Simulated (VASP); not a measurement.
Here is a VASP 6.6.1 calculation.

Contents of INCAR:

```
SYSTEM = Si
ALGO = Normal
BPARAM = 11.95
CPARAM = 0.0093
EDIFF = 1E-6
ENCUT = 520
ISIF = 2
ISMEAR = 0
IVDW_NL = 2
LASPH = .True.
LCHARG = .True.
LMIXTAU = .True.
LREAL = .False.
LUSE_VDW = .True.
LVHAR = .True.
LWAVE = .False.
METAGGA = R2SCAN
NELM = 80
PREC = Accurate
SIGMA = 0.02
```

The input KPOINTS:

```
k-points
0
Gamma
  10 10 10
  0 0 0
```

The input POSCAR:

```
Si                                      
1.0
    0.0000000000      2.7156083097      2.7156083097
    2.7156083097     -0.0000000000      2.7156083097
    2.7156083097      2.7156083097     -0.0000000000
  Si            
     2
Direct
     0.0000000000000000    0.0000000000000000    0.0000000000000000
     0.2500000000000000    0.2500000000000000    0.2500000000000000
```

Potentials or basis: VASP PAW PBE potentials, release 64 (Si).

Run with:

```console
$ cat potpaw_PBE.64/Si/POTCAR > POTCAR
$ mpirun -np 1 vasp_std > vasp.out
```

Q: Estimate the band gap on the k mesh.

A: 0.75 eV, indirect (least direct gap 2.75 eV).

Q: Estimate the pressure.

A: 0.0 GPa.

Caveat: the PAW data sets were made with another functional, which shifts forces and pressure a little. r2SCAN opens gaps a little over a GGA but as a rule still falls short of measured ones.
